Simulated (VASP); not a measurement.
Here is the system:

```xyz
2
Lattice="1.7965 -3.1116 0.0000 1.7965 3.1116 0.0000 0.0000 0.0000 5.5419" Properties=species:S:1:pos:R:3 pbc="T T T"
Dy     1.7965     1.0372     1.3855
Dy     1.7965    -1.0372     4.1564
```

All values below come from PBE GGA with D4 dispersion, VASP's PBE PAW potentials (set 64) (plane waves; VASP). Run with 520 eV cut-off, 13×13×8 Γ-centred mesh, tetrahedra with Blöchl corrections, potentials Dy_3.

The 4f electrons are frozen in the core of the lanthanide potential, so 4f levels, which can set the real gap, and their magnetism are missing.

Q: Estimate the energy per atom (σ→0), band gap (on the k-mesh) with the smallest direct gap where there is one.

A: 
```yaml
band gap (on the k-mesh): none (metal, semimetal or under 0.01 eV)
energy per atom (σ→0): -4.786 eV/atom
```

Total energies compare only between runs with the same potentials, cut-off and functional.

The compound is Dy in the hcp structure. It was relaxed first.
